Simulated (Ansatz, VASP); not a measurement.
**Zn (Zinc) in two plane-wave programs**

Wanted: the spread between two codes on one cell, functional and k mesh. The cell is taken from a series of runs on this material, whose earlier steps may have relaxed, scaled, displaced or heated it; both programs get it as it stands.

Main program and level: Ansatz 0.2.0; plane waves, with VASP 6.6.1 beside it; PBEsol.

## 1. Set-up

Symmetry: P6_3/mmc, No. 194, hexagonal system. The conventional cell has a = 2.591 Å, b = 2.591 Å, c = 4.854 Å, α = 90.00°, β = 90.00°, γ = 120.00°. Nearest to Zn lie 12 Zn at 2.59 to 2.85 Å.

## 2. Ansatz: zone-centre phonons, PBEsol, pair 1

Ansatz runs on its PAW soft_1 files.

Second derivatives magnify differences that forces hide, and they need a tight electronic threshold.

Input file input.yaml:

```yaml
crystal:
  lattice:
    - [2.5914092001, 0.0, 0.0]
    - [-1.2957046, 2.2442261989, 0.0]
    - [0.0, 0.0, 4.8538871792]
  atoms:
    - { symbol: Zn, position: [0.3333333333, 0.6666666667, 0.25] }
    - { symbol: Zn, position: [0.6666666667, 0.3333333333, 0.75] }
kpoints:
  mp_grid: { grid: [18, 18, 8] }
hamiltonian:
  xc: pbesol
  pseudopotentials: { kind: paw, azcp: { folder: soft_1 }, xc_functional: pbe }
scf:
  occupations: { method: methfessel_paxton, width: 0.2 }
output:
  eigenvalues: true
phonons:
  method: dfpt
```

Launch:

```sh
$ ansatz run input.yaml --threads 4 --pin off --max-ram 10240MiB --backend cpu --events-out ev --progress --plain --runs-dir out
```

Numbers of over 12 decimals in the logs are rounded to 6 here.

Output:

```text
zone centre: on kpoints.mp_grid the ground state, and the responses unless they are solved on pairs of k-points, stand on 455 of the mesh's 2592 k-points, reduced under 4 symmetry operations, with k and −k counted as one. Each operation leaves every solved displacement unchanged or reverses it
Engine: ansatz 0.2.0, x86_64-unknown-linux-gnu
Pseudopotentials: kind: paw
Pseudopotential: Zn, paw, valence charge 12, recommended cutoff 420 eV (normal), soft_1/Zn.paw.azcp
Functional definition: PBEsol
  exchange = pbesol_x
  correlation = pbesol_c
Crystal: 2 atoms, lattice volume = 28.229 Å³
Basis set: ecut = 420 eV, 563 PW (Γ), exchange–correlation on 36×36×72 points (8 copies of the dense FFT grid, shifted against one another)
Bands: 16, of which v1, the nominal top of the filled ones, is band 12 counted from 1 (11 counted from 0)
Symmetry: 24 space group operations
k-points: 455 of 2592 (irreducible under 4 space group operations, time reversal used)
Non-local potential: Zn, projectors of the file, l = 0: 2, l = 1: 2, l = 2: 3, l = 3: 1
PAW form: soft (Blöchl's): semilocal exchange-correlation on the pseudo side does not see the compensation charge
PAW frozen core: Zn, regenerated for the run's functional, and the local potential with it (the file was generated under x = pbe(κ = 0.804, μ = 0.219515), c = pbe(β = 0.066725))
PAW one-centre angular grid: Zn, 590 points (default); XC on 64 Gauss nodes
Initial density: superposition of atomic densities (chi_scale 0.1, normalization cell)
Initial wavefunctions: pseudopotential atomic-orbital guess
Functional: x = pbesol(κ = 0.804, μ = 0.123457), c = pbesol(β = 0.046)
SCF iter   1: F=—  HF=-6562.127543 eV  |F-HF|=—  |Δ(HF+E_count)|=         —  Δρ=7.02e-2  dr2=1.04e0  ethr=3.10e-3  ⟨swp⟩=5.7  Hψ=43120  notcnv=0
preconditioner: auto → none  [metal: Δε(μ)=0.033 eV  Ē_g=12.807 eV  σ=0.200 eV  W_gap=0.14  n_scr=4 (ndim 8)  ℏωp=34.2 eV  f_vac=0.000  D(μ)=0.42/eV (n_scr^D=2)  sad-step TF]
SCF iter   2: F=—  HF=-6561.869946 eV  |F-HF|=—  |Δ(HF+E_count)|=   2.58e-1  S|Δr|=    0.00e0  Δρ=2.49e-2  dr2=8.29e-2  ethr=3.10e-3  ⟨swp⟩=2.0  Hψ=17997  notcnv=0  defer=7
SCF iter   3: F=—  HF=-6561.816195 eV  |F-HF|=—  |Δ(HF+E_count)|=   5.38e-2  S|Δr|=    0.00e0  Δρ=1.11e-2  dr2=2.46e-2  ethr=3.45e-4  ⟨swp⟩=2.0  Hψ=16785  notcnv=0  defer=7
SCF iter   4: F=—  HF=-6561.813894 eV  |F-HF|=—  |Δ(HF+E_count)|=   2.30e-3  S|Δr|=    0.00e0  Δρ=5.29e-3  dr2=2.34e-3  ethr=1.02e-4  ⟨swp⟩=2.1  Hψ=11679  notcnv=0  defer=7
SCF iter   5: F=—  HF=-6561.814891 eV  |F-HF|=—  |Δ(HF+E_count)|=   9.97e-4  S|Δr|=    0.00e0  Δρ=6.19e-4  dr2=3.23e-5  ethr=9.77e-6  ⟨swp⟩=2.0  Hψ=12759  notcnv=0  defer=7
SCF iter   6: F=—  HF=-6561.814901 eV  |F-HF|=—  |Δ(HF+E_count)|=   1.03e-5  S|Δr|=    0.00e0  Δρ=5.86e-5  dr2=3.37e-7  ethr=1.35e-7  ⟨swp⟩=2.0  Hψ=12713  notcnv=0  defer=7
SCF iter   7: F=—  HF=-6561.814900 eV  |F-HF|=—  |Δ(HF+E_count)|=   6.76e-7  S|Δr|=    0.00e0  Δρ=2.58e-6  dr2=8.08e-10  ethr=1.41e-9  ⟨swp⟩=2.0  Hψ=12477  notcnv=0  defer=7
SCF iter   8: F=-6561.814900 eV  HF=-6561.814900 eV  |F-HF|=2.73e-12  |Δ(HF+E_count)|=  1.11e-10  S|Δr|=    0.00e0  Δρ=1.21e-7  dr2=1.88e-12  ethr=1.00e-12  ⟨swp⟩=5.5  Hψ=43899  notcnv=0
SCF 1 converged in 8 iterations: F = -6561.814900 eV  dr2 = 1.88e-12
  greatest PAW one-centre occupation: 0.981 electrons in one spin orbital (limit 2), on the Zn atom at site 1 (counted from 0), in its partial waves of l = 2
DFPT response loops at Γ: preconditioner auto → Kerker (q_TF=auto, 2.655 Å⁻¹) (partly filled bands, converged f_vac=0.000); β = 1.00, the filter's whole step (`scf.mixing.beta` (0.50) is not read by the response loops under this deck's `scf.mixing.preconditioner`; to damp them name `kerker` or `kerker_dos`, under which they read `scf.mixing.beta`, and type it under 1.00, their step now; both keys bind the ground state too); Broyden in place of MSR1
SCF converged after 8 iterations
Stability not checked: this state was not tested for a lower state beside it, because cold or Methfessel-Paxton smearing, or corrected tetrahedra, fill the levels in a way that the test cannot read (fill_not_monotonic; see scf.lower_state_search)
Free energy (F): -6561.814900 eV
Harris-Foulkes:  -6561.814900 eV  (|F-HF|=2.73e-12)
Internal energy: -6561.814902 eV  (E = F + TS)
E sigma→0 (E₀):  -6561.814901 eV
Entropy (-TS):   0.000002 eV (0.001 meV/atom)
Fermi energy:    12.114487 eV
--- Per-component energies (eV) ---
  E_band       = 115.165551
  E_kinetic    = 297.136586
  E_local      = -3424.431138  (includes V_loc(G=0)·N_el)
  E_nonlocal   = 1634.890347
  E_hartree    = 1272.228112
  E_xc         = -157.170744
  E_vxc        = -104.890050  (∫ρ·V_xc dr)
  E_paw        = -3715.464942  (= ΣΔE_a)
  E_vpaw       = -831.995960  (= ΣTr[D̂ρ^β])
  E_aug_tail   = -0.000479  (compensation charges beyond the density's cutoff)
  E_ewald      = -2470.597356
  E_core_change = 1.594712  (= ΣΔE_core)
  E_smearing   = 0.000002  (= −TS)
  E_closure    = 0.000000  (closes the sum)
  Σ components = -6561.814900   (vs F -6561.814900, Δ=0.00e0)
--- Band table (eV; the first three rows and the last of 455) ---
  k-point 0: bands = [... 8 lower, 4.5838, 4.8144, 4.8144, 7.8887, 8.9047, 25.8386, 29.5557, 30.4705]
  k-point 1: bands = [... 8 lower, 4.5959, 4.8082, 4.8082, 6.7774, 10.2355, 24.2169, 30.5707, 30.5707]
  k-point 2: bands = [... 8 lower, 4.6282, 4.7895, 4.7895, 5.5317, 12.1593, 21.6421, 30.8637, 30.8637]
  k-point 454: bands = [... 8 lower, 4.8712, 4.8712, 9.1482, 9.1482, 16.1365, 16.1365, 17.7667, 17.7667]
--- Phonons (Γ-DFPT): 2 representative perturbations + reference, on 455 of 2592 k-points (Σ response iterations 7) ---
  k mesh reduced under 4 symmetry operations, with k and −k counted as one. Each operation leaves every solved displacement unchanged or reverses it
  ASR residual: 4.389e-5 → 0.000e0 eV/Å²; symmetrization residual: 2.242e-10 eV/Å²
  ASR residual per site (eV/Å²): 4.39e-5 4.39e-5
  Γ frequencies (cm⁻¹): 0.00 0.00 0.00 75.62 75.62 151.32
  non-analytic LO–TO correction: not included (Born effective charges unavailable; polar crystals: no LO–TO splitting at Γ)
```

In the SCF lines HF is the Harris–Foulkes energy and dr2 the Hartree energy of the density residual, in eV; the loop may stop once dr2 is under the threshold and the program's other checks hold. Hψ counts applications of the Hamiltonian.

## 3. VASP: zone-centre phonons, PBEsol, pair 1

The same cell, functional, mesh and smearing now go to VASP, with its own data sets.

Lines of VASP's logs that name or quote its potential files are left out, and so is its time.

Input file INCAR:

```
SYSTEM = Zn
PREC = Accurate
ENCUT = 500
EDIFF = 1E-08
NELM = 120
ISMEAR = 1
SIGMA = 0.2
LREAL = .FALSE.
ALGO = Normal
GGA = PS
NBANDS = 18
LORBIT = 11
LWAVE = .FALSE.
LCHARG = .FALSE.
ISIF = 2
IBRION = 8
LASPH = .TRUE.
GGA_COMPAT = .FALSE.
KPAR = 2
```

Input file POSCAR:

```
Zn
1.0
    2.5914092001      0.0000000000      0.0000000000
   -1.2957046000      2.2442261989      0.0000000000
    0.0000000000      0.0000000000      4.8538871792
Zn
2
Direct
    0.3333333334      0.6666666668      0.2500000000
    0.6666666668      0.3333333334      0.7500000000
```

Input file KPOINTS:

```
Automatic mesh
0
Gamma
18 18 8
0 0 0
```

PAW data sets: Zn (PBE family, release 64).

Launch:

```sh
$ mpirun -np 2 vasp_std
```

Output:

```text
[banner, memory and clock lines left out]
running    2 mpi-ranks, on    1 nodes
 distrk:  each k-point on    1 cores,    2 groups
 distr:  one band on    1 cores,    1 groups

 POSCAR found type information on POSCAR Zn
 POSCAR found :  1 types and       2 ions
|                                                                             |
|               ----> ADVICE to this user running VASP <----                  |
|                                                                             |
|     You enforced a specific xc type in the INCAR file but a different       |
|     [... a line on the potential file left out ...]
|     I HOPE YOU KNOW WHAT YOU ARE DOING!                                     |
|                                                                             |

 LDA part: xc-table for (Slater+PW92), standard interpolation
 POSCAR, INCAR and KPOINTS ok, starting setup
 FFT: planning ... GRIDC
 FFT: planning ... GRID_SOFT
 FFT: planning ... GRID
 WAVECAR not read
 entering main loop
       N       E                     dE             d eps       ncg     rms          rms(c)
DAV:   1     0.104140916548E+03    0.10414E+03   -0.12259E+04  6908   0.209E+03
DAV:   2     0.503169804287E+00   -0.10364E+03   -0.10069E+03  6708   0.293E+02
DAV:   3    -0.348918685356E+01   -0.39924E+01   -0.39784E+01  7428   0.662E+01
DAV:   4    -0.350983583211E+01   -0.20649E-01   -0.20643E-01  7432   0.478E+00
DAV:   5    -0.350986092217E+01   -0.25090E-04   -0.25090E-04  7232   0.149E-01    0.489E+00
DAV:   6    -0.319356386033E+01    0.31630E+00   -0.13338E+00  7168   0.255E+01    0.343E+00
DAV:   7    -0.317760338674E+01    0.15960E-01   -0.47678E-02  8512   0.392E+00    0.178E+00
DAV:   8    -0.316983688871E+01    0.77665E-02   -0.21761E-03  8936   0.716E-01    0.571E-02
DAV:   9    -0.316979350247E+01    0.43386E-04   -0.25698E-04  9044   0.225E-01    0.318E-02
DAV:  10    -0.316979777490E+01   -0.42724E-05   -0.21342E-05  6928   0.420E-02    0.283E-03
DAV:  11    -0.316979763198E+01    0.14292E-06   -0.59246E-07  7418   0.119E-02    0.220E-03
DAV:  12    -0.316979734813E+01    0.28385E-06   -0.12678E-08  5518   0.204E-03    0.546E-04
DAV:  13    -0.316979736178E+01   -0.13644E-07   -0.99224E-09  3692   0.186E-03    0.571E-05
DAV:  14    -0.316979736189E+01   -0.11005E-09   -0.19161E-09  3610   0.380E-04
   1 F= -.31697974E+01 E0= -.31698108E+01  d E =0.403581E-04
 Linear response reoptimize wavefunctions to high precision
DAV:   1    -0.316979736352E+01   -0.16371E-08   -0.10075E-10  3700   0.142E-04
DAV:   2    -0.316979736351E+01    0.90949E-11   -0.45390E-12  3524   0.197E-05
 Linear response DOF=           2
 Linear response progress:
  Degree of freedom:   1/  2
       N       E                     dE             d eps       ncg     rms          rms(c)
RMM:   1    -0.200193558483E+00   -0.20019E+00   -0.46782E-03 40289   0.178E+00
RMM:   2    -0.199912986937E+00    0.28057E-03   -0.66442E-04 43115   0.282E-01    0.519E-02
RMM:   3    -0.199471267999E+00    0.44172E-03   -0.42469E-05 52474   0.527E-02    0.295E-02
RMM:   4    -0.199007166347E+00    0.46410E-03   -0.41309E-05 51160   0.504E-02    0.255E-03
RMM:   5    -0.199016692537E+00   -0.95262E-05   -0.47740E-07 53858   0.456E-03    0.134E-03
RMM:   6    -0.199011826213E+00    0.48663E-05   -0.35905E-08 53813   0.136E-03    0.167E-04
RMM:   7    -0.199012760053E+00   -0.93384E-06   -0.21030E-09 54023   0.340E-04    0.415E-05
RMM:   8    -0.199012153837E+00    0.60622E-06    0.47452E-10 54699   0.868E-05    0.628E-06
RMM:   9    -0.199012025758E+00    0.12808E-06    0.13948E-09 54205   0.330E-05    0.161E-06
RMM:  10    -0.199012050367E+00   -0.24609E-07   -0.32318E-09 44920   0.160E-05    0.329E-07
RMM:  11    -0.199012054992E+00   -0.46255E-08    0.77016E-10 31091   0.117E-05    0.164E-07
 first order change of Fermi-energy  -0.12803E-04
 force on displaced ion       1 direction 1 :  -0.685  -0.000   0.000
 Linear response progress:
  Degree of freedom:   2/  2
       N       E                     dE             d eps       ncg     rms          rms(c)
RMM:   1    -0.225131500143E+00   -0.22513E+00   -0.72025E-03 13428   0.203E+00
RMM:   2    -0.222061890784E+00    0.30696E-02   -0.12020E-03 13445   0.518E-01    0.513E-02
RMM:   3    -0.222038970555E+00    0.22920E-04   -0.14218E-04 17000   0.747E-02    0.298E-02
RMM:   4    -0.221941580149E+00    0.97390E-04   -0.97590E-05 16965   0.343E-02    0.410E-03
RMM:   5    -0.221929047481E+00    0.12533E-04   -0.26753E-05 17480   0.551E-03    0.141E-03
RMM:   6    -0.221927173843E+00    0.18736E-05   -0.71347E-06 17395   0.166E-03    0.285E-04
RMM:   7    -0.221926925255E+00    0.24859E-06   -0.14777E-06 16768   0.517E-04    0.718E-05
RMM:   8    -0.221926369655E+00    0.55560E-06   -0.50702E-07 15924   0.148E-04    0.363E-05
RMM:   9    -0.221925622653E+00    0.74700E-06   -0.21058E-07 17634   0.676E-05    0.456E-06
RMM:  10    -0.221925661343E+00   -0.38690E-07   -0.76154E-08 17523   0.237E-05    0.128E-06
RMM:  11    -0.221925655284E+00    0.60587E-08   -0.29416E-08 12812   0.137E-05    0.413E-07
 first order change of Fermi-energy   0.33936E-05
 force on displaced ion       1 direction 3 :  -0.000   0.000  -2.874
 Linear response finished
```

From OUTCAR (step 3):

```text
ion  position               nearest neighbor table
   1  0.333  0.667  0.250-   2 2.85   2 2.85   2 2.85   2 2.85   2 2.85   2 2.85
   2  0.667  0.333  0.750-   1 2.85   1 2.85   1 2.85   1 2.85   1 2.85   1 2.85

  LATTYP: Found a hexagonal cell.
 ALAT       =     2.5914092001
 C/A-ratio  =     1.8730685910

 Subroutine GETGRP returns: Found 24 space group operations
 (whereof 12 operations were pure point group operations)

The static configuration has the point symmetry D_3d.
 The point group associated with its full space group is D_6h.

 Found    185 irreducible k-points:

   k-points           NKPTS =    185   k-points in BZ     NKDIM =    185   number of bands    NBANDS=     18

   dimension x,y,z NGX =    20 NGY =   20 NGZ =   36
   dimension x,y,z NGXF=    40 NGYF=   40 NGZF=   72

   ENCUT  =  500.0 eV  36.75 Ry    6.06 a.u.   4.72  4.72  8.85*2*pi/ulx,y,z

   NELECT =      24.0000    total number of electrons

 k-points in reciprocal lattice and weights: Automatic mesh
   0.00000000  0.00000000  0.00000000       0.000
   0.05555556 -0.00000000  0.00000000       0.002
   0.11111111 -0.00000000  0.00000000       0.002
   0.16666667 -0.00000000  0.00000000       0.002
   0.22222222  0.00000000  0.00000000       0.002
   0.27777778  0.00000000  0.00000000       0.002
   0.33333333 -0.00000000  0.00000000       0.002
   0.38888889 -0.00000000  0.00000000       0.002
   0.44444444  0.00000000  0.00000000       0.002
[...]
0.33333333  0.27777778  0.50000000       0.005
   0.33333333  0.33333333  0.50000000       0.001

 average (electrostatic) potential at core
       1 -36.3724       2 -36.3724

  Total        0.2161898      0.2161898      0.1610154      0.0000000     -0.0000000      0.0000000
  in kB       12.2702543     12.2702543      9.1387241      0.0000000     -0.0000000      0.0000000
  external PRESSURE =      11.2264109 kB  Pullay stress =       0.0000000 kB

  energy-cutoff  :      500.00
  volume of cell :       28.23
      direct lattice vectors                 reciprocal lattice vectors
     2.591409200  0.000000000  0.000000000     0.385890426  0.222793941  0.000000000
    -1.295704600  2.244226199  0.000000000     0.000000000  0.445587883  0.000000000
     0.000000000  0.000000000  4.853887179     0.000000000  0.000000000  0.206020446

 POSITION                                       TOTAL-FORCE (eV/Angst)
 -----------------------------------------------------------------------------------
      0.00000      1.49615      1.21347         0.000000     -0.000000      0.000000
      1.29570      0.74808      3.64042        -0.000000      0.000000      0.000000
 -----------------------------------------------------------------------------------
    total drift:                               -0.000000     -0.000000     -0.000000

 Eigenvectors and eigenvalues of the dynamical matrix
 ----------------------------------------------------

   1 f  =    4.634986 THz    29.122474 2PiTHz  154.606479 cm-1    19.168752 meV
             X         Y         Z           dx          dy          dz
      0.000000  1.496151  1.213472     0.000000    0.000000   -0.707107
      1.295705  0.748075  3.640415     0.000000    0.000000    0.707107

   2 f  =    2.262630 THz    14.216525 2PiTHz   75.473221 cm-1     9.357483 meV
             X         Y         Z           dx          dy          dz
      0.000000  1.496151  1.213472    -0.434173   -0.558116    0.000000
      1.295705  0.748075  3.640415     0.434173    0.558116    0.000000

   3 f  =    2.262630 THz    14.216525 2PiTHz   75.473221 cm-1     9.357483 meV
             X         Y         Z           dx          dy          dz
      0.000000  1.496151  1.213472     0.558116   -0.434173    0.000000
      1.295705  0.748075  3.640415    -0.558116    0.434173    0.000000

   4 f  =    0.000000 THz     0.000000 2PiTHz    0.000000 cm-1     0.000000 meV
             X         Y         Z           dx          dy          dz
      0.000000  1.496151  1.213472     0.000000    0.000000    0.707107
      1.295705  0.748075  3.640415     0.000000    0.000000    0.707107

   5 f/i=    0.000000 THz     0.000000 2PiTHz    0.000001 cm-1     0.000000 meV
             X         Y         Z           dx          dy          dz
      0.000000  1.496151  1.213472    -0.131655   -0.694742    0.000000
      1.295705  0.748075  3.640415    -0.131655   -0.694742    0.000000

   6 f/i=    0.000000 THz     0.000000 2PiTHz    0.000001 cm-1     0.000000 meV
             X         Y         Z           dx          dy          dz
      0.000000  1.496151  1.213472    -0.694742    0.131655    0.000000
      1.295705  0.748075  3.640415    -0.694742    0.131655    0.000000

 ELASTIC MODULI CONTR FROM IONIC RELAXATION (kBar)
 Direction    XX          YY          ZZ          XY          YZ          ZX
 --------------------------------------------------------------------------------
 XX          -0.3748      0.3748      0.0000     -0.0000      0.0000     -0.0000
 YY           0.3748     -0.3748      0.0000     -0.0000      0.0000      0.0000
 ZZ           0.0000      0.0000     -0.0000      0.0000      0.0000     -0.0000
 XY          -0.0000     -0.0000      0.0000     -0.3748      0.0000     -0.0000
 YZ           0.0000      0.0000      0.0000      0.0000      0.0000      0.0000
 ZX          -0.0000      0.0000     -0.0000     -0.0000      0.0000     -0.0000
 --------------------------------------------------------------------------------
```

Energies printed during the response cycles are not total energies of the cell.

## 4. Comparison

Known differences besides the potentials themselves: the cutoff is 420 eV in Ansatz and 500 eV in VASP; Ansatz makes its cores anew for this functional, VASP keeps those of its PBE data sets. Total energies have different zeros and are not compared.

Both answers:

```tsv
quantity	Ansatz	VASP	difference
optical mode 1 to 2 (cm⁻¹)	75.6	75.5	+0.19 %
optical mode 3 (cm⁻¹)	151.3	154.6	-2.13 %
```

Modes are paired by rising frequency, not by their patterns, so a pair may set unlike modes beside each other; they are those without the splitting of longitudinal modes.

[end of part 1 of 2]

[Lines on the potential files, build, host, timing and source positions are cut from VASP's logs without a mark.]

[Logs are printed without paths, hosts, clocks, repeated set-up lines and the standing remarks that a program may print on its own settings, such as how far it seeks lower states.]

[Hosts, paths, dates, database ids (printed as entryN), source tags and the programs' standing remarks are cut or masked in the printed files.]
